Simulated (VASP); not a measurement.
Output of a VASP run:

File OSZICAR:
```
       N       E                     dE             d eps       ncg     rms          rms(c)
DAV:   1     0.709295248992E+02    0.70930E+02   -0.78070E+03  3671   0.112E+03
DAV:   2    -0.279974121475E+02   -0.98927E+02   -0.95003E+02  3833   0.324E+02
DAV:   3    -0.293067772870E+02   -0.13094E+01   -0.12901E+01  4198   0.408E+01
DAV:   4    -0.293119996126E+02   -0.52223E-02   -0.52394E-02  3978   0.276E+00
DAV:   5    -0.293120301695E+02   -0.30557E-04   -0.30881E-04  4119   0.204E-01    0.137E+01
DAV:   6    -0.240285732119E+02    0.52835E+01   -0.59801E+00  3714   0.310E+01    0.164E+00
DAV:   7    -0.242742466094E+02   -0.24567E+00   -0.49803E-01  3684   0.810E+00    0.197E+00
DAV:   8    -0.242497202767E+02    0.24526E-01   -0.92492E-02  3747   0.288E+00    0.622E-01
DAV:   9    -0.242633432289E+02   -0.13623E-01   -0.17273E-02  3699   0.122E+00    0.114E-01
DAV:  10    -0.242636275502E+02   -0.28432E-03   -0.18766E-03  3756   0.396E-01    0.976E-02
DAV:  11    -0.242640630453E+02   -0.43550E-03   -0.81902E-04  3714   0.264E-01    0.307E-02
DAV:  12    -0.242639711426E+02    0.91903E-04   -0.12365E-04  3726   0.104E-01    0.308E-02
DAV:  13    -0.242640014006E+02   -0.30258E-04   -0.36837E-05  3756   0.667E-02    0.988E-03
DAV:  14    -0.242640364385E+02   -0.35038E-04   -0.26126E-05  3756   0.359E-02    0.193E-03
DAV:  15    -0.242640393801E+02   -0.29417E-05   -0.36644E-06  3849   0.143E-02    0.701E-04
DAV:  16    -0.242640396702E+02   -0.29006E-06   -0.37559E-07  3696   0.593E-03    0.381E-04
DAV:  17    -0.242640398369E+02   -0.16669E-06   -0.73576E-08  2305   0.291E-03    0.177E-04
DAV:  18    -0.242640397505E+02    0.86362E-07   -0.68277E-09  1869   0.795E-04
   1 F= -.24264040E+02 E0= -.24264040E+02  d E =0.000000E+00
       N       E                     dE             ncg
```

### OUTCAR
```
------------------------ aborting loop because EDIFF is reached ----------------------------------------
  FORCE on cell =-STRESS in cart. coord.  units (eV):
  Direction    XX          YY          ZZ          XY          YZ          ZX
  --------------------------------------------------------------------------------------
  Total        0.0057521      0.0057521      0.0057521     -0.0000000      0.0000000     -0.0000000
  in kB        0.5954502      0.5954502      0.5954502     -0.0000000      0.0000000     -0.0000000
  external PRESSURE =       0.5954502 kB  Pullay stress =       0.0000000 kB
  volume of cell :       15.48
      direct lattice vectors                 reciprocal lattice vectors
     2.492088226  0.000000000  0.000000000     0.401269903  0.000000000  0.000000000
     0.000000000  2.492088226  0.000000000     0.000000000  0.401269903  0.000000000
     0.000000000  0.000000000  2.492088226     0.000000000  0.000000000  0.401269903
 POSITION                                       TOTAL-FORCE (eV/Angst)
 -----------------------------------------------------------------------------------
      0.00000      0.00000      0.00000         0.000000      0.000000      0.000000
 -----------------------------------------------------------------------------------
    total drift:                                0.000000      0.000000      0.000000
  FREE ENERGIE OF THE ION-ELECTRON SYSTEM (eV)
  ---------------------------------------------------
  free  energy   TOTEN  =       -24.2640397505 eV

  energy  without entropy=      -24.2640397505  energy(sigma->0) =      -24.26403975

 total charge

# of ion       s       p       d       tot
------------------------------------------
    1        0.400   6.214   6.118  12.732
```
(Selected blocks of OUTCAR.)

**POSCAR**
```
Ru
1
    2.4920882256     0.0000000000     0.0000000000
    0.0000000000     2.4920882256     0.0000000000
    0.0000000000     0.0000000000     2.4920882256
Ru
1
Direct
  0.0000000000   0.0000000000   0.0000000000
```

Reconstruct the remaining input files.

Several could match; the one computed here: the input of the run itself, r2SCAN meta-GGA, plane waves, VASP's PBE PAW potentials (set 64).

### KPOINTS
```
Automatic mesh
0
Gamma
16 16 16
0 0 0
```

**INCAR**
```
! general
SYSTEM =Ru
PREC   =Accurate
ENCUT  =400
LREAL  =.FALSE.
LASPH  =.TRUE.

! electronic loop
EDIFF  =1E-7
NELM   =100
ALGO   =Normal
LMAXMIX=4
LMIXTAU=.TRUE.

! smearing
ISMEAR =-5

! functional
METAGGA=R2SCAN

! ions
ISIF   =2

! output
LWAVE  =.FALSE.
LCHARG =.FALSE.
LORBIT =11
NEDOS  =601
```

### KPOINTS_OPT
```
k-points along high-symmetry lines
10
Line-mode
Reciprocal
  0.000000   0.000000   0.000000 ! GAMMA
  0.000000   0.500000   0.000000 ! X

  0.000000   0.500000   0.000000 ! X
  0.500000   0.500000   0.000000 ! M

  0.500000   0.500000   0.000000 ! M
  0.000000   0.000000   0.000000 ! GAMMA

  0.000000   0.000000   0.000000 ! GAMMA
  0.500000   0.500000   0.500000 ! R

  0.500000   0.500000   0.500000 ! R
  0.000000   0.500000   0.000000 ! X

  0.500000   0.500000   0.500000 ! R
  0.500000   0.500000   0.000000 ! M
```

POTCAR, in this order: Ru_pv (PBE.64 set). Program: vasp_std.

For a metal the tetrahedron method with Blöchl corrections gives inexact stress and forces.

The structure was generated: Ru was put into the simple-cubic type (Pm-3m), which need not be its known phase. It was relaxed first.
